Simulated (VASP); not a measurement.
Here is the system:

```yaml
crystal:
  lattice:
    - [5.52566, 0.00000, 0.00000]
    - [0.00000, 9.85005, 0.00000]
    - [0.00000, 0.00000, 3.17712]
  atoms:
    - { symbol: Cd, position: [0.05980, 0.32358, 0.50000] }
    - { symbol: Cd, position: [0.94020, 0.67642, 0.50000] }
    - { symbol: Cd, position: [0.55980, 0.17642, 0.50000] }
    - { symbol: Cd, position: [0.44020, 0.82358, 0.50000] }
    - { symbol: Sn, position: [0.00000, 0.00000, 0.00000] }
    - { symbol: Sn, position: [0.50000, 0.50000, 0.00000] }
    - { symbol: O, position: [0.13568, 0.80656, 0.00000] }
    - { symbol: O, position: [0.86432, 0.19344, 0.00000] }
    - { symbol: O, position: [0.63568, 0.69344, 0.00000] }
    - { symbol: O, position: [0.36432, 0.30656, 0.00000] }
    - { symbol: O, position: [0.26280, 0.53917, 0.50000] }
    - { symbol: O, position: [0.73720, 0.46083, 0.50000] }
    - { symbol: O, position: [0.76280, 0.96083, 0.50000] }
    - { symbol: O, position: [0.23720, 0.03917, 0.50000] }
```

Method: LDA (Ceperley-Alder, Perdew-Zunger), VASP's LDA PAW potentials (set 64) (plane waves; VASP). Numerical set-up: LREAL = Auto, 520 eV cut-off, Gaussian smearing of 0.050 eV, potentials Cd Sn_d O.

Unless said otherwise, spin-orbit coupling is left out, though it shifts the bands of the heavy elements here.

Q: Give the energies of bands 51 to 64 at the high-symmetry points, in eV from the valence-band maximum.

A: 
```csv
band,Γ,X,S,Y,Z,U,R,T
51,-1.26,-1.76,-1.33,-1.65,-2.62,-1.92,-1.93,-2.50
52,-1.25,-1.76,-1.33,-1.65,-2.30,-1.92,-1.93,-2.50
53,-1.17,-1.33,-1.24,-1.11,-1.96,-1.56,-1.93,-1.56
54,-1.09,-1.33,-1.24,-1.11,-1.87,-1.56,-1.93,-1.56
55,-1.07,-0.70,-1.11,-1.08,-1.44,-1.53,-1.61,-1.31
56,-0.96,-0.70,-1.11,-1.08,-0.96,-1.53,-1.61,-1.31
57,-0.91,-0.62,-0.71,-1.00,-0.80,-1.10,-0.95,-0.98
58,-0.86,-0.62,-0.71,-1.00,-0.66,-1.10,-0.95,-0.98
59,-0.76,-0.61,-0.63,-0.44,-0.48,-0.50,-0.51,-0.34
60,-0.21,-0.61,-0.63,-0.44,-0.32,-0.50,-0.51,-0.34
61,-0.05,-0.49,-0.47,-0.03,0.00,-0.34,-0.36,0.00
62,-0.02,-0.49,-0.47,-0.03,0.00,-0.34,-0.36,0.00
63,0.56,3.33,3.70,2.01,5.20,5.57,5.61,5.44
64,3.79,3.33,3.70,2.01,5.36,5.57,5.61,5.44
```

The gap is indirect, 0.56 eV, from the valence maximum at T-Z at 0.17 to the conduction minimum at Γ.

The structure comes from a computed database's Cd2SnO4 entry (Pbam); how it stands against other phases isn't given here. It was relaxed first.
